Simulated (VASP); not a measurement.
# Cobalt: convergence with the k-mesh and SCF solver

How sensitive are energy, pressure and forces of Cobalt to the k-mesh and SCF solver? The series runs use LDA. The k-mesh tried: 3 3 2; 4 4 2; 5 5 3; 7 7 4; 9 9 5; 12 12 7; 15 15 8; 19 19 10. The SCF solver tried: ALGO = Normal; ALGO = Fast; ALGO = VeryFast; ALGO = All; ALGO = Damped; AMIX = 0.1, BMIX = 0.01; AMIX = 0.8; IMIX = 1, AMIX = 0.2. The atoms of the start are displaced at random from the sites of a P6_3/mmc cell.

Method: LDA, spin-polarised from a ferromagnetic start; plane waves and PAW (Co), in VASP 6.6.1.

## 1. The starting structure

It takes space group C2/m (No. 12, monoclinic). That holds within 0.01 Å; VASP, at its tighter tolerance, finds 2 operations. Conventional cell: a = 4.343 Å, b = 2.507 Å, c = 4.070 Å, α = 90.00°, β = 90.00°, γ = 90.00°. Nearest to Co lie 12 Co at 2.47 to 2.54 Å.

Coordinates:

```xyz
2
Lattice="2.5074 0.0000 0.0000 -1.2537 2.1715 0.0000 0.0000 0.0000 4.0699" Properties=species:S:1:pos:R:3 pbc="T T T"
Co   -0.0303    1.4632    0.9966
Co    1.2511    0.7241    3.0592
```

## 2. K-mesh: 3 3 2

The sum over the zone converges with the mesh, fast for insulators and slowly for metals. LDA, the lowest rung, knows the local density alone.

INCAR

```
SYSTEM = Co
PREC = Accurate
ENCUT = 400
EDIFF = 1E-06
NELM = 100
ISMEAR = -1
SIGMA = 0.05
LREAL = .FALSE.
ALGO = Normal
GGA = CA
NBANDS = 19
ISPIN = 2
MAGMOM = 2 2
LASPH = .TRUE.
LMAXMIX = 4
LORBIT = 11
LWAVE = .FALSE.
LCHARG = .FALSE.
KPAR = 2
ISIF = 2
```

POSCAR

```
Co
1.0
    2.5074000000      0.0000000000      0.0000000000
   -1.2537000000      2.1714720974      0.0000000000
    0.0000000000      0.0000000000      4.0699000000
Co
2
Direct
    0.3248340000      0.6738130000      0.2448670000
    0.6657050000      0.3334760000      0.7516660000
```

KPOINTS

```
Automatic mesh
0
Gamma
3 3 2
0 0 0
```

The projector-augmented-wave data sets are Co (PBE family, release 64).

The run is started by

```console
mpirun -np 2 vasp_std
```

Output:

```text
[banner, memory and clock lines left out]
running    2 mpi-ranks, on    1 nodes
 distrk:  each k-point on    1 cores,    2 groups
 distr:  one band on    1 cores,    1 groups

 POSCAR found type information on POSCAR Co
 POSCAR found :  1 types and       2 ions
|                                                                             |
|               ----> ADVICE to this user running VASP <----                  |
|                                                                             |
|     You enforced a specific xc type in the INCAR file but a different       |
|     [... a line on the potential file left out ...]
|     I HOPE YOU KNOW WHAT YOU ARE DOING!                                     |
|                                                                             |

 LDA part: xc-table for (Slater(with rela. corr.)+CA(PZ))
 , standard interpolation
 POSCAR, INCAR and KPOINTS ok, starting setup
 FFT: planning ... GRIDC
 FFT: planning ... GRID_SOFT
 FFT: planning ... GRID
 WAVECAR not read
 entering main loop
       N       E                     dE             d eps       ncg     rms          rms(c)
DAV:   1     0.695062993711E+02    0.69506E+02   -0.67918E+03   808   0.104E+03
DAV:   2    -0.154340977516E+02   -0.84940E+02   -0.76687E+02   772   0.199E+02
DAV:   3    -0.187200490409E+02   -0.32860E+01   -0.31689E+01   861   0.487E+01
DAV:   4    -0.187693122755E+02   -0.49263E-01   -0.49230E-01   963   0.525E+00
DAV:   5    -0.187707774777E+02   -0.14652E-02   -0.14651E-02   870   0.850E-01    0.158E+01
DAV:   6    -0.165330485784E+02    0.22377E+01   -0.10917E+01   870   0.666E+01    0.761E+00
DAV:   7    -0.159472210280E+02    0.58583E+00   -0.16750E+00   900   0.248E+01    0.375E+00
DAV:   8    -0.159120386722E+02    0.35182E-01   -0.23599E-02  1151   0.187E+00    0.134E+00
DAV:   9    -0.158985191251E+02    0.13520E-01   -0.19041E-03  1207   0.687E-01    0.382E-01
DAV:  10    -0.158967525834E+02    0.17665E-02   -0.12367E-03   840   0.514E-01    0.955E-02
DAV:  11    -0.158966747512E+02    0.77832E-04   -0.26680E-05   948   0.875E-02    0.451E-02
DAV:  12    -0.158966507183E+02    0.24033E-04   -0.15350E-05  1006   0.429E-02    0.165E-02
DAV:  13    -0.158966516111E+02   -0.89272E-06   -0.15845E-06   709   0.163E-02
   1 F= -.15896652E+02 E0= -.15885936E+02  d E =-.214310E-01  mag=     3.0477
```

Wall time 3 s (2 MPI ranks of Intel Xeon Platinum 8488C (Sapphire Rapids), shared host); peak memory 0.21 GiB; 3.9 s of CPU time.

Lines that name or quote the potential files are left out of all logs, and their timing lines are given in words.

From OUTCAR (step 2):

```text
ion  position               nearest neighbor table
   1  0.325  0.674  0.245-   2 2.47   2 2.47   2 2.49   2 2.51   2 2.51   2 2.54
   2  0.666  0.333  0.752-   1 2.47   1 2.47   1 2.49   1 2.51   1 2.51   1 2.54

  LATTYP: Found a hexagonal cell.
 ALAT       =     2.5074000000
 C/A-ratio  =     1.6231554598

 Subroutine GETGRP returns: Found  2 space group operations
 (whereof  1 operations were pure point group operations)

The static configuration has the point symmetry C_1 .
 The point group associated with its full space group is S_2 .

 Found     10 irreducible k-points:

   k-points           NKPTS =     10   k-points in BZ     NKDIM =     10   number of bands    NBANDS=     19

   dimension x,y,z NGX =    16 NGY =   16 NGZ =   28
   dimension x,y,z NGXF=    32 NGYF=   32 NGZF=   56

   ENCUT  =  400.0 eV  29.40 Ry    5.42 a.u.   4.09  4.09  6.64*2*pi/ulx,y,z

   NELECT =      18.0000    total number of electrons

 k-points in reciprocal lattice and weights: Automatic mesh
   0.00000000  0.00000000  0.00000000       0.056
   0.33333333  0.00000000  0.00000000       0.111
   0.00000000  0.33333333  0.00000000       0.111
  -0.33333333  0.33333333  0.00000000       0.111
   0.33333333  0.33333333  0.00000000       0.111
   0.00000000  0.00000000  0.50000000       0.056
   0.33333333  0.00000000  0.50000000       0.111
   0.00000000  0.33333333  0.50000000       0.111
  -0.33333333  0.33333333  0.50000000       0.111
   0.33333333  0.33333333  0.50000000       0.111

 average (electrostatic) potential at core
       1 -78.3319       2 -78.3319

 E-fermi :   9.3724

 spin component 1
 k-point     1 :       0.0000    0.0000    0.0000
  band No.  band energies     occupation
    ...
      7       7.3729      1.00000
      8       7.7423      1.00000
      9       7.8347      1.00000
     10       8.8161      0.99999
     11       8.9070      0.99991
     12       9.3979      0.37535
     13      15.6741      0.00000
     14      31.3608      0.00000
     15      33.5859      0.00000
     16      33.7167      0.00000
    ...

 k-point     2 :       0.3333    0.0000    0.0000
  band No.  band energies     occupation
    ...
      7       7.3140      1.00000
      8       8.4273      1.00000
      9       8.5666      1.00000
     10       8.6316      1.00000
     11       9.0408      0.99869
     12      15.7822      0.00000
     13      16.2742      0.00000
     14      19.0415      0.00000
     15      25.5722      0.00000
     16      26.2632      0.00000
    ...

 k-point     3 :       0.0000    0.3333    0.0000
  band No.  band energies     occupation
    ...
      7       7.3165      1.00000
      8       8.4273      1.00000
      9       8.5667      1.00000
     10       8.6311      1.00000
     11       9.0412      0.99868
     12      15.7805      0.00000
     13      16.2745      0.00000
     14      19.0404      0.00000
     15      25.5724      0.00000
     16      26.2640      0.00000
    ...

 k-point     4 :      -0.3333    0.3333    0.0000
  band No.  band energies     occupation
    ...
      7       7.4143      1.00000
      8       8.4287      1.00000
      9       8.5713      1.00000
     10       8.6059      1.00000
     11       9.0680      0.99774
     12      15.7090      0.00000
     13      16.2860      0.00000
     14      18.9976      0.00000
     15      25.5676      0.00000
     16      26.2954      0.00000
    ...

 k-point     5 :       0.3333    0.3333    0.0000
  band No.  band energies     occupation
    ...
      6       6.8737      1.00000
      7       7.6980      1.00000
      8       8.6803      1.00000
      9       8.7098      1.00000
     10       8.8588      0.99997
     11      13.9744      0.00000
     12      14.7016      0.00000
     13      14.7477      0.00000
     14      21.6272      0.00000
     15      22.3172      0.00000
    ...

 k-point     6 :       0.0000    0.0000    0.5000
  band No.  band energies     occupation
    ...
      8       7.0221      1.00000
      9       8.4947      1.00000
     10       8.5241      1.00000
     11       8.5665      1.00000
     12       8.5852      1.00000
     13      24.0017      0.00000
     14      24.4040      0.00000
     15      32.0171      0.00000
     16      32.0948      0.00000
     17      35.2782      0.00000
    ...

  Total       -1.7729388     -1.7081661     -4.8220413      0.0584815     -0.0105083      0.0190606
  in kB     -128.1866260   -123.5034457   -348.6421524      4.2283149     -0.7597687      1.3781174
  external PRESSURE =    -200.1107414 kB  Pullay stress =       0.0000000 kB

  energy-cutoff  :      400.00
  volume of cell :       22.16
      direct lattice vectors                 reciprocal lattice vectors
     2.507400000  0.000000000  0.000000000     0.398819494  0.230258542  0.000000000
    -1.253700000  2.171472097  0.000000000     0.000000000  0.460517085  0.000000000
     0.000000000  0.000000000  4.069900000     0.000000000  0.000000000  0.245706283

 POSITION                                       TOTAL-FORCE (eV/Angst)
 -----------------------------------------------------------------------------------
     -0.03027      1.46317      0.99658         0.078104     -0.042898      0.032176
      1.25111      0.72413      3.05921        -0.078104      0.042898     -0.032176
 -----------------------------------------------------------------------------------
    total drift:                                0.000001     -0.000009      0.000024

  FREE ENERGIE OF THE ION-ELECTRON SYSTEM (eV)
  ---------------------------------------------------
  free  energy   TOTEN  =       -15.8966516111 eV

  energy  without entropy=      -15.8752205889  energy(sigma->0) =      -15.88593610

 total charge
# of ion       s       p       d       tot
------------------------------------------
    1        0.476   0.514   7.243   8.234
    2        0.476   0.514   7.243   8.234
--------------------------------------------------
tot          0.953   1.028  14.486  16.467

 magnetization (x)
# of ion       s       p       d       tot
------------------------------------------
    1       -0.015  -0.036   1.581   1.530
    2       -0.015  -0.036   1.581   1.530
--------------------------------------------------
tot         -0.031  -0.073   3.163   3.060

[... 6 further parts left out ...]
```

The magnetic state follows from one typed start and may not be the lowest. The PAW data sets were made with PBE, though LDA sets exist; this is a small mismatch.

This step gave:

```yaml
electronic_steps: 13
electrons: 18
bands: 19
irreducible_k_points: 10
symmetry_operations: 2
free_energy_toten: -15.90 eV
energy_at_zero_smearing: -15.89 eV
fermi_energy: 9.372 eV
pressure: -20.01 GPa
moment_of_the_cell_from_the_last_line_of_the_log: 3.048 μB
metallic: yes
```

Spin moment in the PAW sphere by atom:

| atom | spin moment in the PAW sphere (μB) |
| --- | --- |
| Co1 | 1.53 |
| Co2 | 1.53 |

The series starts at -7.9430 eV an atom and -20.01 GPa, after 13 cycles in 3 s.

## 3. K-mesh: 4 4 2

INCAR is that of step 2.

POSCAR is that of step 2.

KPOINTS

```
Automatic mesh
0
Gamma
4 4 2
0 0 0
```

The run is started by

```console
mpirun -np 2 vasp_std
```

Output:

```text
[banner, memory and clock lines left out]
running    2 mpi-ranks, on    1 nodes
[...]
[... a notice as in an earlier step ...]

 LDA part: xc-table for (Slater(with rela. corr.)+CA(PZ))
 , standard interpolation
 POSCAR, INCAR and KPOINTS ok, starting setup
[...]
entering main loop
       N       E                     dE             d eps       ncg     rms          rms(c)
DAV:   1     0.697167999779E+02    0.69717E+02   -0.69217E+03  1600   0.106E+03
DAV:   2    -0.155252654588E+02   -0.85242E+02   -0.77231E+02  1553   0.200E+02
DAV:   3    -0.187234660571E+02   -0.31982E+01   -0.30547E+01  1708   0.482E+01
DAV:   4    -0.187734107729E+02   -0.49945E-01   -0.49907E-01  1982   0.518E+00
[...]
DAV:  12    -0.161165282585E+02    0.20331E-04   -0.21883E-05  1739   0.357E-02    0.246E-02
DAV:  13    -0.161165241095E+02    0.41491E-05   -0.14078E-06  1323   0.222E-02    0.122E-02
DAV:  14    -0.161165247999E+02   -0.69048E-06   -0.13826E-06  1358   0.168E-02
   1 F= -.16116525E+02 E0= -.16106334E+02  d E =-.203810E-01  mag=     3.3698
```

Wall time 4.6 s (2 MPI ranks); peak memory 0.23 GiB.

Parts of OUTCAR (step 3):

```text
  Total       -2.8560842     -2.7986342     -2.6048712      0.0520888     -0.0075733      0.0138545
  in kB     -206.4999601   -202.3462270   -188.3368130      3.7661125     -0.5475606      1.0017026
  external PRESSURE =    -199.0610000 kB  Pullay stress =       0.0000000 kB

 POSITION                                       TOTAL-FORCE (eV/Angst)
 -----------------------------------------------------------------------------------
     -0.03027      1.46317      0.99658         0.084874     -0.046719      0.054596
      1.25111      0.72413      3.05921        -0.084874      0.046719     -0.054596
 -----------------------------------------------------------------------------------
    total drift:                                0.000002     -0.000009      0.000025

  FREE ENERGIE OF THE ION-ELECTRON SYSTEM (eV)
  ---------------------------------------------------
  free  energy   TOTEN  =       -16.1165247999 eV

  energy  without entropy=      -16.0961438021  energy(sigma->0) =      -16.10633430

 magnetization (x)
# of ion       s       p       d       tot
------------------------------------------
    1       -0.008  -0.014   1.699   1.678
    2       -0.008  -0.014   1.699   1.678
--------------------------------------------------
tot         -0.016  -0.027   3.398   3.355

[... 1 part as in an earlier step ...]

[... 2 further parts left out ...]
[key lines of the parts left out:]
E-fermi :   9.5296
```

Against the run before the energy moves by -110.20 meV an atom and the pressure by +0.10 GPa, after 14 cycles in 4.6 s.

## 4. K-mesh: 5 5 3

INCAR is that of step 3.

POSCAR is that of step 3.

KPOINTS

```
Automatic mesh
0
Gamma
5 5 3
0 0 0
```

The run is started by

```console
mpirun -np 2 vasp_std
```

Output:

```text
[... set-up lines as in an earlier step ...]
 entering main loop
       N       E                     dE             d eps       ncg     rms          rms(c)
DAV:   1     0.711962343417E+02    0.71196E+02   -0.69640E+03  3024   0.107E+03
DAV:   2    -0.153980658707E+02   -0.86594E+02   -0.78113E+02  2927   0.201E+02
DAV:   3    -0.188131921171E+02   -0.34151E+01   -0.32975E+01  3242   0.499E+01
DAV:   4    -0.188657110837E+02   -0.52519E-01   -0.52488E-01  3697   0.531E+00
[...]
DAV:  12    -0.160921626965E+02    0.22795E-04   -0.82701E-06  3812   0.307E-02    0.167E-02
DAV:  13    -0.160921600938E+02    0.26028E-05   -0.26511E-06  2616   0.201E-02    0.119E-02
DAV:  14    -0.160921605187E+02   -0.42496E-06   -0.25595E-07  1625   0.703E-03
   1 F= -.16092161E+02 E0= -.16083710E+02  d E =-.169006E-01  mag=     3.4175
```

Elapsed: 6.6 s, on 2 MPI ranks; peak memory 0.24 GiB; 10 s of CPU time.

OUTCAR, selected parts (step 4):

```text
  Total       -2.5715745     -2.5270862     -3.3436798      0.0406113     -0.0086158      0.0157837
  in kB     -185.9294042   -182.7128214   -241.7539879      2.9362674     -0.6229409      1.1411872
  external PRESSURE =    -203.4654045 kB  Pullay stress =       0.0000000 kB

 POSITION                                       TOTAL-FORCE (eV/Angst)
 -----------------------------------------------------------------------------------
     -0.03027      1.46317      0.99658         0.070850     -0.039053      0.114845
      1.25111      0.72413      3.05921        -0.070850      0.039053     -0.114845
 -----------------------------------------------------------------------------------
    total drift:                                0.000002     -0.000009      0.000024

  FREE ENERGIE OF THE ION-ELECTRON SYSTEM (eV)
  ---------------------------------------------------
  free  energy   TOTEN  =       -16.0921605187 eV

  energy  without entropy=      -16.0752599423  energy(sigma->0) =      -16.08371023

 magnetization (x)
# of ion       s       p       d       tot
------------------------------------------
    1       -0.005  -0.004   1.705   1.696
    2       -0.005  -0.004   1.705   1.696
--------------------------------------------------
tot         -0.010  -0.008   3.409   3.392

[... 1 part as in an earlier step ...]

[... 2 further parts left out ...]
[key lines of the parts left out:]
E-fermi :   9.5270
```

Against the run before the energy moves by +11.31 meV an atom and the pressure by -0.44 GPa, after 14 cycles in 6.6 s.

## 5. K-mesh: 7 7 4

INCAR is that of step 4.

POSCAR is that of step 4.

KPOINTS

```
Automatic mesh
0
Gamma
7 7 4
0 0 0
```

The run is started by

```console
mpirun -np 2 vasp_std
```

Output:

```text
[... set-up lines as in an earlier step ...]
 entering main loop
       N       E                     dE             d eps       ncg     rms          rms(c)
DAV:   1     0.699889095464E+02    0.69989E+02   -0.70420E+03  7964   0.107E+03
DAV:   2    -0.155825274671E+02   -0.85571E+02   -0.77349E+02  7611   0.200E+02
DAV:   3    -0.188042802079E+02   -0.32218E+01   -0.31096E+01  8295   0.486E+01
DAV:   4    -0.188555203072E+02   -0.51240E-01   -0.51211E-01  9668   0.524E+00
[...]
DAV:  12    -0.161233610648E+02    0.14963E-04   -0.44176E-06  9324   0.215E-02    0.214E-02
DAV:  13    -0.161233550713E+02    0.59935E-05   -0.28993E-06  7269   0.193E-02    0.914E-03
DAV:  14    -0.161233553378E+02   -0.26649E-06   -0.26698E-07  4963   0.575E-03
   1 F= -.16123355E+02 E0= -.16114294E+02  d E =-.181227E-01  mag=     3.0635
```

It took 13 s on 2 MPI ranks; peak memory 0.26 GiB.

OUTCAR, selected parts (step 5):

```text
  Total       -3.0857379     -3.0312463     -3.2636221      0.0500995     -0.0056494      0.0103639
  in kB     -223.1043351   -219.1644919   -235.9656775      3.6222863     -0.4084633      0.7493261
  external PRESSURE =    -226.0781682 kB  Pullay stress =       0.0000000 kB

 POSITION                                       TOTAL-FORCE (eV/Angst)
 -----------------------------------------------------------------------------------
     -0.03027      1.46317      0.99658         0.037135     -0.020534      0.147425
      1.25111      0.72413      3.05921        -0.037135      0.020534     -0.147425
 -----------------------------------------------------------------------------------
    total drift:                                0.000002     -0.000009      0.000025

  FREE ENERGIE OF THE ION-ELECTRON SYSTEM (eV)
  ---------------------------------------------------
  free  energy   TOTEN  =       -16.1233553378 eV

  energy  without entropy=      -16.1052326769  energy(sigma->0) =      -16.11429401

 magnetization (x)
# of ion       s       p       d       tot
------------------------------------------
    1       -0.013  -0.034   1.584   1.537
    2       -0.013  -0.034   1.584   1.537
--------------------------------------------------
tot         -0.025  -0.069   3.168   3.074

[... 1 part as in an earlier step ...]

[... 2 further parts left out ...]
[key lines of the parts left out:]
E-fermi :   9.5505
```

Against the run before the energy moves by -15.29 meV an atom and the pressure by -2.26 GPa, after 14 cycles in 13 s.

[end of part 1 of 3]

[Lines on the potential files, build, host, timing and source positions are cut from VASP's logs without a mark.]

[Logs are printed without paths, hosts, clocks, repeated set-up lines and the standing remarks that a program may print on its own settings, such as how far it seeks lower states.]

[Hosts, paths, dates, database ids (printed as entryN), source tags and the programs' standing remarks are cut or masked in the printed files.]

[A measured line is paired with the nearest computed mode of its activity, which favours agreement.]
